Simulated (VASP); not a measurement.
Consider the following.

```
YTe
1.0
    3.72830     0.00000     0.00000
    0.00000     3.72830     0.00000
    0.00000     0.00000     3.72830
Y Te
1 1
Direct
  0.00000   0.00000   0.00000
  0.50000   0.50000   0.50000
```

Method: PBEsol GGA, VASP's PBE PAW potentials (set 64) (plane waves; VASP 6.6.1). Numerical set-up: 400 eV cut-off, 11×11×11 Γ-centred mesh, tetrahedra with Blöchl corrections, potentials Y_sv Te.

### Question
The job: YTe (relaxed from the CsCl type structure, space group Pm-3m), 2 atoms, PBEsol, static run, 400 eV, 11×11×11 Γ-centred mesh. Roughly how much core time does it take on a busy server core?

### Answer
About 10 core-seconds (one run on a shared machine, a rough figure). It had 56 irreducible k-points, 12 bands, up to 954 plane waves and 17 electronic steps.

The structure was generated: YTe was put into the CsCl type type (Pm-3m), which need not be its known phase. It was relaxed first, which changed the volume by -33 %.
